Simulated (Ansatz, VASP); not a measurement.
# SnTe2 in two plane-wave programs, part 2 of 2

One calculation is typed for both programs; each brings its own data sets. How far apart do they land? The cell is generated by rule, not measured, and may not be a known phase. The cell is taken from a series of runs on this material, whose earlier steps may have relaxed, scaled, displaced or heated it; both programs get it as it stands.

VASP 6.6.1 and Ansatz 0.2.0.

So far: The structure; Ansatz: relaxation of cell and atoms, PBE; VASP: relaxation of cell and atoms, PBE.

**3. VASP: relaxation of cell and atoms, PBE (continued)**

Level of this step: PBE; plane waves and PAW (Sn_d, Te); invented cell (VASP).

Numbers of over 12 decimals in the logs are rounded to 6 here.

From OUTCAR (step 3):

```text
ion  position               nearest neighbor table
   1  0.000  0.000  0.000-   5 2.97   6 2.97   5 2.97   6 2.97   3 3.02   4 3.02
   2  0.500  0.500  0.500-   3 2.97   4 2.97   3 2.97   4 2.97   5 3.02   6 3.02
   3  0.302  0.302  0.000-   2 2.97   2 2.97   1 3.02
   4  0.698  0.698  0.000-   2 2.97   2 2.97   1 3.02
   5  0.802  0.198  0.500-   1 2.97   1 2.97   2 3.02
   6  0.198  0.802  0.500-   1 2.97   1 2.97   2 3.02

  LATTYP: Found a simple tetragonal cell.
 ALAT       =     7.0615380000
 C/A-ratio  =     0.6263013808

 Subroutine GETGRP returns: Found 16 space group operations
 (whereof  8 operations were pure point group operations)

The static configuration has the point symmetry D_2h.
 The point group associated with its full space group is D_4h.

 Found     50 irreducible k-points:

   k-points           NKPTS =     50   k-points in BZ     NKDIM =     50   number of bands    NBANDS=     32

   dimension x,y,z NGX =    54 NGY =   54 NGZ =   32
   dimension x,y,z NGXF=   108 NGYF=  108 NGZF=   64

   ENCUT  =  500.0 eV  36.75 Ry    6.06 a.u.  12.87 12.87  8.06*2*pi/ulx,y,z

   NELECT =      52.0000    total number of electrons

 k-points in reciprocal lattice and weights: Automatic mesh
   0.00000000  0.00000000  0.00000000       0.003
   0.16666667  0.00000000  0.00000000       0.014
   0.33333333  0.00000000  0.00000000       0.014
   0.50000000  0.00000000  0.00000000       0.007
   0.16666667  0.16666667  0.00000000       0.014
   0.33333333  0.16666667  0.00000000       0.028
   0.50000000  0.16666667  0.00000000       0.014
   0.33333333  0.33333333  0.00000000       0.014
   0.50000000  0.33333333  0.00000000       0.014
[...]
0.50000000  0.33333333  0.50000000       0.014
   0.50000000  0.50000000  0.50000000       0.003

 average (electrostatic) potential at core
       1-102.8808       2-102.8808       3 -89.6374       4 -89.6374       5 -89.6374
       6 -89.6374

 E-fermi :   4.3813

 k-point     1 :       0.0000    0.0000    0.0000
  band No.  band energies     occupation
    ...
     22       3.2406      2.00000
     23       3.7063      2.00000
     24       3.7063      2.00000
     25       4.3527      1.31364
     26       4.3527      1.31364
     27       4.9741      0.00000
     28       5.0473      0.00000
     29       6.2629      0.00000
     30       6.2629      0.00000
     31       7.0159      0.00000
    ...

 k-point     2 :       0.1667    0.0000    0.0000
  band No.  band energies     occupation
    ...
     22       3.0919      2.00000
     23       3.7325      2.00000
     24       3.7931      2.00000
     25       4.2410      1.95268
     26       4.3557      1.28234
     27       4.7905      0.00000
     28       4.9905      0.00000
     29       6.3235      0.00000
     30       6.4911      0.00000
     31       7.1041      0.00000
    ...

 k-point     3 :       0.3333    0.0000    0.0000
  band No.  band energies     occupation
    ...
     22       2.8955      2.00000
     23       3.7991      2.00000
     24       3.8801      2.00000
     25       3.9185      2.00000
     26       4.3217      1.60043
     27       4.6255      0.00055
     28       4.7719      0.00000
     29       6.5548      0.00000
     30       6.8960      0.00000
     31       7.3756      0.00000
    ...

  Total       -0.0036355     -0.0036355      0.0176613     -0.0000000      0.0000000      0.0000000
  in kB       -0.0264290     -0.0264290      0.1283936     -0.0000000      0.0000000      0.0000000
  external PRESSURE =       0.0251786 kB  Pullay stress =       0.0000000 kB

  energy-cutoff  :      500.00
  volume of cell :      220.39
      direct lattice vectors                 reciprocal lattice vectors
     7.059511508 -0.000000000  0.000000000     0.141652861  0.000000000  0.000000000
    -0.000000000  7.059511508  0.000000000     0.000000000  0.141652861  0.000000000
     0.000000000  0.000000000  4.422213707     0.000000000  0.000000000  0.226131089

 POSITION                                       TOTAL-FORCE (eV/Angst)
 -----------------------------------------------------------------------------------
     -0.00000      0.00000      0.00000        -0.000000      0.000000      0.000000
      3.52976      3.52976      2.21111        -0.000000      0.000000      0.000000
      2.13184      2.13184      0.00000        -0.002309     -0.002309      0.000000
      4.92767      4.92767      0.00000         0.002309      0.002309      0.000000
      5.66160      1.39791      2.21111        -0.002309      0.002309      0.000000
      1.39791      5.66160      2.21111         0.002309     -0.002309      0.000000
 -----------------------------------------------------------------------------------
    total drift:                                0.000000      0.000000     -0.000545

  FREE ENERGIE OF THE ION-ELECTRON SYSTEM (eV)
  ---------------------------------------------------
  free  energy   TOTEN  =       -19.7520974065 eV

  energy  without entropy=      -19.7262387154  energy(sigma->0) =      -19.73916806

 reached required accuracy - stopping structural energy minimisation

 total charge
# of ion       s       p       d       tot
------------------------------------------
    1        1.178   0.912  10.026  12.117
    2        1.178   0.912  10.026  12.117
    3        1.395   1.926   0.021   3.342
    4        1.395   1.926   0.021   3.342
    5        1.395   1.926   0.021   3.342
    6        1.395   1.926   0.021   3.342
--------------------------------------------------
tot          7.934   9.530  20.135  37.599

[... 3 further parts left out ...]
```

The run keeps the 16 symmetry operations of its start, so it cannot find a distortion of lower symmetry.

**4. Side by side**

Known differences besides the potentials themselves: the data sets hold 92 valence electrons in Ansatz (on its default PAW (the set named soft_2) files) and 52 in VASP; the cutoff is 420 eV in Ansatz and 500 eV in VASP; Ansatz adds a Pulay correction to the stress that steers its cell, VASP none. Total energies have different zeros and are not compared.

Both answers:

| quantity | Ansatz | VASP | difference |
| --- | --- | --- | --- |
| volume (Å³) | 220.54 | 220.39 | +0.07 % |
| edge a after relaxation, in the typed setting (Å) | 7.061 | 7.059 | +0.03 % |
| edge c after relaxation, in the typed setting (Å) | 4.423 | 4.422 | +0.01 % |

**5. Outcome**

```json
{"difference in volume (relaxation of cell and atoms, PBE)": "0.067 %"}
```

What this shows: The difference in volume is 0.067 % (relaxation of cell and atoms, PBE), within the 1.2 % picked in this series as the mark of a large difference, as far as the stopping tolerances let one tell. The data sets hold unlike numbers of valence electrons (92 in Ansatz and 52 in VASP), so part of the differences comes from the potentials. 1 further run of this series is not shown here. How closely two codes agree says nothing of how well the functional describes the real material.

[Lines on the potential files, build, host, timing and source positions are cut from VASP's logs without a mark.]

[Logs are printed without paths, hosts, clocks, repeated set-up lines and the standing remarks that a program may print on its own settings, such as how far it seeks lower states.]

[Hosts, paths, dates, database ids (printed as entryN), source tags and the programs' standing remarks are cut or masked in the printed files.]
